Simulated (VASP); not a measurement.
# ZrReF (P4mm) in VASP: density of states with TPSS+D2

Aim: the density of states of ZrReF with TPSS+D2.

All numbers are computed with VASP 6.6.1; they aren't measurements. Logs are shortened: lines on timing, memory, paths and dates and some standing lists are left out, and cuts for length are marked.

### Step 1. The undisturbed crystal

Symmetry: P4mm, No. 99, tetragonal system. The conventional cell has a = 2.827 Å, b = 2.827 Å, c = 6.880 Å, α = 90.00°, β = 90.00°, γ = 90.00°. Zr (site symmetry 4mm) is surrounded by 1 F at 1.98 Å. Around Re (site symmetry 4mm) lie 4 F at 2.14 Å and 4 Zr at 2.34 Å. Around F (site symmetry 4mm) lie 1 Zr at 1.98 Å and 4 Re at 2.14 Å.

The cell was built by a generator and needn't be a form met in nature.

### Step 2. Density of states, TPSS+D2 (volume scaled by 0.92)

The input, INCAR:

```
PREC = Accurate
ENCUT = 520
EDIFF = 1E-6
ISMEAR = -5
SIGMA = 0.02
LREAL = F
LASPH = T
NELM = 100
ALGO = Normal
ISIF = 2
LWAVE = F
LCHARG = F
LMAXMIX = 4
METAGGA = TPSS
LMIXTAU = T
IVDW = 1
LORBIT = 11
NEDOS = 2001
```

The input, ZrReF.cif:

```cif
data_ZrReF
_cell_length_a 2.74996310
_cell_length_b 2.74996310
_cell_length_c 6.69175370
_cell_angle_alpha 90.00000000
_cell_angle_beta 90.00000000
_cell_angle_gamma 90.00000000
_space_group_name_H-M_alt 'P4mm'
_space_group_name_Hall 'P 4 -2'
_space_group_IT_number 99
loop_
_space_group_symop_operation_xyz
'x,y,z'
'-y,x,z'
'-x,-y,z'
'y,-x,z'
'-x,y,z'
'y,x,z'
'x,-y,z'
'-y,-x,z'
loop_
_atom_site_label
_atom_site_type_symbol
_atom_site_symmetry_multiplicity
_atom_site_Wyckoff_symbol
_atom_site_fract_x
_atom_site_fract_y
_atom_site_fract_z
_atom_site_occupancy
Zr1 Zr 1 b 0.5000000000 0.5000000000 0.8060067500 1
Re1 Re 1 a 0.0000000000 0.0000000000 0.6298399700 1
F1 F 1 b 0.5000000000 0.5000000000 0.5182283500 1
```

The input, KPOINTS:

```
Automatic mesh
0
Gamma
  10 10 4
```

The input, POSCAR:

```
Zr Re F 
 1.0000000000000000
     2.7499631000000000    0.0000000000000000    0.0000000000000000
     0.0000000000000000    2.7499631000000000    0.0000000000000000
     0.0000000000000000    0.0000000000000000    6.6917536999999996
 Zr  Re  F  
   1   1   1
Cartesian
  1.3749815500000000  1.3749815500000000  5.3935986515374745
  0.0000000000000000  0.0000000000000000  4.2147339496553888
  1.3749815500000000  1.3749815500000000  3.4678564785573949
```

Potentials or basis: VASP PAW PBE potentials, release 64 (Zr_sv, Re, F).

The run is started by

```bash
> ase convert -i cif -o vasp ZrReF.cif POSCAR
> cat potpaw_PBE.64/Zr_sv/POTCAR potpaw_PBE.64/Re/POTCAR potpaw_PBE.64/F/POTCAR > POTCAR
> mpirun -np 1 vasp_std > vasp.out
```

OUTCAR:

```text
PREC = Accurate
   ENCUT = 520
   EDIFF = 1E-6
   ISMEAR = -5
   LREAL = F
   LASPH = T
   NELM = 100
   ISIF = 2
   METAGGA = TPSS
   IVDW = 1
   LORBIT = 11
  IVDW =   1

 ion  position               nearest neighbor table
   1  0.500  0.500  0.806-   3 1.93   2 2.27   2 2.27   2 2.27   2 2.27
   2  0.000  0.000  0.630-   3 2.08   3 2.08   3 2.08   3 2.08   1 2.27   1 2.27   1 2.27   1 2.27

   3  0.500  0.500  0.518-   1 1.93   2 2.08   2 2.08   2 2.08   2 2.08

  LATTYP: Found a simple tetragonal cell.
 ALAT       =     2.7499631000
 C/A-ratio  =     2.4333976336

  Lattice vectors:

 A1 = (   2.7499631000,   0.0000000000,   0.0000000000)
 A2 = (   0.0000000000,   2.7499631000,   0.0000000000)
 A3 = (   0.0000000000,   0.0000000000,   6.6917537000)

Analysis of symmetry for initial positions (statically):
=====================================================================
 Subroutine PRICEL returns:
 Original cell was already a primitive cell.

 Routine SETGRP: Setting up the symmetry group for a
 simple tetragonal supercell.

 Subroutine GETGRP returns: Found  8 space group operations
 (whereof  8 operations were pure point group operations)
 out of a pool of 16 trial point group operations.

The static configuration has the point symmetry C_4v.

Analysis of symmetry for dynamics (positions and initial velocities):
=====================================================================
 Subroutine PRICEL returns:
 Original cell was already a primitive cell.

 Routine SETGRP: Setting up the symmetry group for a
 simple tetragonal supercell.

 Subroutine GETGRP returns: Found  8 space group operations
 (whereof  8 operations were pure point group operations)
 out of a pool of 16 trial point group operations.

The dynamic configuration has the point symmetry C_4v.

 Subroutine INISYM returns: Found  8 space group operations
 (whereof  8 operations are pure point group operations),
 and found     1 'primitive' translations

----------------------------------------------------------------------------------------

                                     Primitive cell

  volume of cell :      50.6050

[... 98 lines left out ...]
   ISIF   =      2    stress and relaxation
   ISYM   =      2    0-nonsym 1-usesym 2-fastsym
   POTIM  = 0.5000    time-step for ionic-motion
   TEBEG  =    0.0;   TEEND  =   0.0 temperature during run
   PSTRESS=    0.0 pullay stress
   NELECT =      26.0000    total number of electrons
   NUPDOWN=      -1.0000    fix difference up-down
   EMIN   =  10.00;   EMAX   =-10.00  energy-range for DOS
   EFERMI =   0.00;   METHOD = LEGACY
   ISMEAR =    -5;   SIGMA  =   0.02  broadening in eV -4-tet -1-fermi 0-gaus
   EFERMI_NEDOS =   21; number of points for ismear=-14 and -15
   IALGO  =     38    algorithm
   IMIX   =      4    mixing-type and parameters
     AMIX     =   0.40;   BMIX     =  1.00
     AMIX_MAG =   1.60;   BMIX_MAG =  1.00
  volume/ion in A,a.u.               =      16.87       113.83
  Fermi-wavevector in a.u.,A,eV,Ry     =   1.311197  2.477804 23.391659  1.719238
  Thomas-Fermi vector in A             =   2.441675
   LORBIT       =     11    0 simple, 1 ext, 2 COOP (PROOUT), +10 PAW based schemes
   METAGGA = TPSS    functional components
   LHFCALC =     F    Hartree Fock is set to
   AEXX    =    0.0000 exact exchange contribution
   IVDW    =     1    specifies the selected vdW correction
   LEPSILON=     F    determine dielectric tensor
   LRPA    =     F    only Hartree local field effects (RPA)
 non-spin polarized calculation
 Fermi weights with tetrahedron method with Bloechl corrections
  energy-cutoff  :      520.00
  volume of cell :       50.61
 maximum number of plane-waves:      1384
   NGX = 11   NGY = 11   NGZ = 25

 number of electron      26.0000002 magnetization

 Free energy of the ion-electron system (eV)
  ---------------------------------------------------
  ext. energy  EPLUGINS =         0.00000000
  ---------------------------------------------------
  free energy    TOTEN  =       -24.78100671 eV

  energy without entropy =      -24.78100671  energy(sigma->0) =      -24.78100671

 E-fermi :   7.0309     XC(G=0): -10.2742

 val. band max:        7.0915042167   @ k =   0.5000   0.3000   0.5000
 cond. band min:       7.0459765038   @ k =   0.2000   0.2000   0.2500
 fundamental gap:     -0.0455277129
 Fermi energy:         7.0308736600

 k-point     1 :       0.0000    0.0000    0.0000
  band No.  band energies     occupation
      1     -41.5723      2.00000
      2     -23.9762      2.00000
      3     -18.9344      2.00000
      4     -18.6751      2.00000
      5     -18.6751      2.00000
      6      -3.6573      2.00000
[... 457 lines left out ...]
      4     -18.8936      2.00000
      5     -18.6746      2.00000
      6      -4.2416      2.00000
[... 9 lines left out ...]
     16       8.9319      0.00000
     17      10.3125      0.00000

 [... further k-points ...]

------------------------ aborting loop because EDIFF is reached ----------------------------------------

  DFT-D2 method for vdW energy calculation

  Number of pair interactions contributing to vdW energy:   62293

  Edisp (eV):   -2.02732

  FORCE on cell =-STRESS in cart. coord.  units (eV):
  Direction    XX          YY          ZZ          XY          YZ          ZX
  --------------------------------------------------------------------------------------
  -------------------------------------------------------------------------------------
  Total      41.27635    41.27635    29.06329     0.00000    -0.00000     0.00000
  in kB    1306.82740  1306.82740   920.15659     0.00000    -0.00000     0.00000
  external pressure =     1177.94 kB  Pullay stress =        0.00 kB

 VOLUME and BASIS-vectors are now :
 -----------------------------------------------------------------------------
  energy-cutoff  :      520.00
  volume of cell :       50.61
      direct lattice vectors                 reciprocal lattice vectors
     2.749963100  0.000000000  0.000000000     0.363641243  0.000000000  0.000000000
     0.000000000  2.749963100  0.000000000     0.000000000  0.363641243  0.000000000
     0.000000000  0.000000000  6.691753700     0.000000000  0.000000000  0.149437658

 POSITION                                       TOTAL-FORCE (eV/Angst)
 -----------------------------------------------------------------------------------
      1.37498      1.37498      5.39360        -0.000000      0.000000     18.523513
      0.00000      0.00000      4.21473         0.000000     -0.000000     -6.491836
      1.37498      1.37498      3.46786        -0.000000     -0.000000    -12.031677
 -----------------------------------------------------------------------------------
    total drift:                                0.000000      0.000000      0.000861

  FREE ENERGIE OF THE ION-ELECTRON SYSTEM (eV)
  ---------------------------------------------------
  free  energy   TOTEN  =       -26.8083290937 eV

  energy  without entropy=      -26.8083290937  energy(sigma->0) =      -26.80832909

 total charge

# of ion       s       p       d       tot
------------------------------------------
    1        2.333   6.020   2.944  11.297
    2        0.723   0.610   5.978   7.311
    3        1.746   4.445   0.000   6.191
--------------------------------------------------
tot          4.802  11.075   8.921  24.799
```

stdout:

```text
POSCAR found type information on POSCAR ZrReF
 POSCAR found :  3 types and       3 ions
 scaLAPACK will be used
 -----------------------------------------------------------------------------
[... 23 lines left out ...]
|     Tetrahedron method does not include variations of the Fermi             |
|     occupations, so forces and stress will be inaccurate. We suggest        |
|     using a different smearing scheme ISMEAR = 1 or 2 for metals in         |
|     relaxations.                                                            |
|                                                                             |
 -----------------------------------------------------------------------------
```

It took 3.3 min on 1 thread of Intel Xeon Platinum 8488C (Sapphire Rapids), shared host; peak memory 0.21 GiB.

Results:

* Free energy: -26.8083 eV
* Pressure: 117.8 GPa
* Largest force: 18.524 eV/Å
* Band gap on the k mesh: none (metal or under the smearing width)
* Valence electrons inside the program's atomic spheres: Zr 11.30; Re 7.31; F 6.19
* Dispersion energy per atom: -0.676 eV

Forces on the atoms (eV/Å):
```
Zr    0.000   0.000  18.524
Re    0.000   0.000  -6.492
F     0.000   0.000 -12.032
```

Levels at points of the mesh, in eV from the Fermi level:
| k point | band 10 | band 11 | band 12 | band 13 | band 14 | band 15 | band 16 | band 17 |
| --- | --- | --- | --- | --- | --- | --- | --- | --- |
| (0.00, 0.00, 0.00) | -4.78 | -1.48 | -1.34 | -0.61 | 0.17 | 0.17 | 0.59 | 1.88 |
| (0.50, 0.00, 0.00) | -4.58 | -2.71 | -0.40 | -0.39 | 1.23 | 1.86 | 3.10 | 5.29 |
| (0.50, 0.50, 0.00) | -2.39 | -2.39 | 0.58 | 2.34 | 3.48 | 3.48 | 3.53 | 5.60 |
| (0.00, 0.00, 0.50) | -4.73 | -1.35 | -1.34 | -0.82 | 0.17 | 0.17 | 0.58 | 2.24 |
| (0.50, 0.00, 0.50) | -4.59 | -2.71 | -0.39 | -0.33 | 0.82 | 1.99 | 3.34 | 4.93 |
| (0.50, 0.50, 0.50) | -2.38 | -2.38 | 0.59 | 2.28 | 3.45 | 3.45 | 3.53 | 5.80 |

States per cell in windows of 1 eV (zero at the Fermi level; states under -8 eV left out):
```csv
from (eV),total,Re2_d,Zr1_d,F3_p,Re2_s,Re2_p,Zr1_p
-8.0,0.17,0.11,0.05,0.01,0.00,0.00,0.00
-7.0,0.24,0.14,0.06,0.01,0.00,0.00,0.00
-6.0,0.62,0.34,0.17,0.04,0.00,0.02,0.01
-5.0,1.23,0.53,0.39,0.03,0.07,0.06,0.01
-4.0,1.25,0.63,0.32,0.03,0.03,0.04,0.03
-3.0,1.49,0.81,0.45,0.05,0.04,0.07,0.04
-2.0,1.96,0.99,0.49,0.13,0.17,0.05,0.04
-1.0,3.04,1.53,0.70,0.20,0.14,0.05,0.07
0.0,2.00,0.85,0.40,0.12,0.09,0.03,0.04
1.0,1.35,0.46,0.32,0.05,0.04,0.04,0.04
2.0,1.58,0.45,0.34,0.06,0.04,0.07,0.06
3.0,1.92,0.38,0.51,0.06,0.03,0.08,0.08
4.0,0.97,0.15,0.35,0.03,0.04,0.04,0.03
5.0,0.15,0.01,0.07,0.00,0.00,0.00,0.00
6.0,0.00,0.00,0.00,0.00,0.00,0.00,0.00
7.0,0.00,0.00,0.00,0.00,0.00,0.00,0.00
```

Caveat: atom-pairwise D2, TS and ULG terms overbind metals; the PAW data sets were made with another functional, which shifts forces and pressure a little; pairwise dispersion overbinds metals, which lowers pressure and volume; tetrahedron occupations give inexact forces and stress in metals.
